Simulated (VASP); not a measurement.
Output of a VASP run:

### OSZICAR
```
       N       E                     dE             d eps       ncg     rms          rms(c)
DAV:   1     0.124184399317E+03    0.12418E+03   -0.11258E+04  5389   0.211E+03
DAV:   2    -0.616594018385E+01   -0.13035E+03   -0.12436E+03  5187   0.331E+02
DAV:   3    -0.103516607313E+02   -0.41857E+01   -0.41082E+01  6316   0.703E+01
DAV:   4    -0.103956145744E+02   -0.43954E-01   -0.43944E-01  5748   0.609E+00
DAV:   5    -0.103969196345E+02   -0.13051E-02   -0.13051E-02  7573   0.113E+00    0.139E+01
DAV:   6    -0.966598942173E+01    0.73093E+00   -0.81592E+00  5123   0.874E+01    0.595E+00
DAV:   7    -0.935786863296E+01    0.30812E+00   -0.34816E+00  6196   0.932E+01    0.684E+00
DAV:   8    -0.926084528835E+01    0.97023E-01   -0.38778E-01  6237   0.186E+01    0.297E+00
DAV:   9    -0.925316312764E+01    0.76822E-02   -0.20298E-02  7748   0.239E+00    0.172E-01
DAV:  10    -0.925269027991E+01    0.47285E-03   -0.35020E-03  6248   0.156E+00    0.695E-02
DAV:  11    -0.925267637734E+01    0.13903E-04   -0.15871E-04  7903   0.328E-01    0.502E-02
DAV:  12    -0.925267391623E+01    0.24611E-05   -0.29484E-06  4991   0.244E-02    0.238E-03
DAV:  13    -0.925267392860E+01   -0.12372E-07   -0.32785E-07  3290   0.176E-02
   1 F= -.84105194E+01 E0= -.84105089E+01  d E =-.841052E+01
```

OUTCAR:
```
------------------------ aborting loop because EDIFF is reached ----------------------------------------
  FORCE on cell =-STRESS in cart. coord.  units (eV):
  Direction    XX          YY          ZZ          XY          YZ          ZX
  --------------------------------------------------------------------------------------
  Total        0.8535913      0.8535913      0.8032216      0.0000000      0.0000000      0.0000000
  in kB       50.6790183     50.6790183     47.6884912      0.0000000      0.0000000      0.0000000
  external PRESSURE =      -0.3178241 kB  Pullay stress =      50.0000000 kB
  volume of cell :       26.99
      direct lattice vectors                 reciprocal lattice vectors
     2.738066132  0.000000000  0.000000000     0.365221274  0.000000000  0.000000000
     0.000000000  2.738066132  0.000000000     0.000000000  0.365221274  0.000000000
     0.000000000  0.000000000  3.599519359     0.000000000  0.000000000  0.277814869
 POSITION                                       TOTAL-FORCE (eV/Angst)
 -----------------------------------------------------------------------------------
      0.00000      0.00000      0.00000         0.000000      0.000000      0.000000
      1.36903      1.36903      1.79976         0.000000      0.000000      0.000000
 -----------------------------------------------------------------------------------
    total drift:                               -0.000000      0.000000      0.000000
  FREE ENERGIE OF THE ION-ELECTRON SYSTEM (eV)
  ---------------------------------------------------
  free  energy   TOTEN  =        -9.2526739286 eV

  energy  without entropy=       -9.2526426512  energy(sigma->0) =       -9.25266350
  enthalpy is  TOTEN    =        -8.4105193729 eV   P V=        0.8421545557

 reached required accuracy - stopping structural energy minimisation
```
(Selected blocks of OUTCAR.)

**POSCAR**
```
CuAu
1
    2.7380661319     0.0000000000    -0.0000000000
    0.0000000000     2.7380661319     0.0000000000
    0.0000000000     0.0000000000     3.5995193595
Cu Au
1 1
Direct
  0.0000000000   1.0000000000   0.0000000000
  0.5000000000   0.5000000000   0.5000000000
```

Reconstruct the remaining input files.

This is not unique; one that fits is the input of the run itself, LDA (Ceperley-Alder, Perdew-Zunger), plane waves, VASP's LDA PAW potentials (set 64).

File KPOINTS:
```
Automatic mesh
0
Gamma
13 13 10
0 0 0
```

**INCAR**
```
ALGO  =  Normal
EDIFF  =  1E-6
EDIFFG  =  -0.02
ENCUT  =  500
IBRION  =  2
ISIF  =  3
ISMEAR  =  1
LASPH  =  .TRUE.
LCHARG  =  .FALSE.
LMAXMIX  =  6
LREAL  =  .FALSE.
LWAVE  =  .FALSE.
NELM  =  100
NSW  =  40
PREC  =  Accurate
PSTRESS  =  50
SIGMA  =  0.1
SYSTEM  =  CuAu
```

POTCAR, in this order: Cu Au (LDA.64 set). Program: vasp_std.

The compound is CuAu in the L1_0 structure. It was relaxed first under an external pressure of 5 GPa.
